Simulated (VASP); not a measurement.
Given:

```
InPd
1.0
    3.31500     0.00000     0.00000
    0.00000     3.31500     0.00000
    0.00000     0.00000     3.31500
In Pd
1 1
Direct
  0.50000   0.50000   0.50000
  0.00000   0.00000   0.00000
```
Cell charge -0.1.

Calculation: PBE GGA, VASP's PBE PAW potentials (set 64) (plane waves; VASP 6.6.1). Settings: NELECT = 23.1, 400 eV cut-off, 10×10×10 Γ-centred mesh, Gaussian smearing of 0.050 eV, potentials In_d Pd.

The cell is charged, with a uniform compensating background.

Question: Give the stress tensor in GPa (positive for a compressed cell).

Answer: 
```
6.17  0.00  0.00
0.00  6.17  0.00
0.00  0.00  6.17
```
The pressure is its mean diagonal, 6.17 GPa.

The compound is PdIn in the CsCl type structure. The cell was not relaxed at this level. The run is one of a series of settings (ISMEAR = 0, NELECT = 23.1, SIGMA = 0.05 against the base run), some of them coarse on purpose. The electron count is odd and the run is not spin-polarised, which forces a metal.
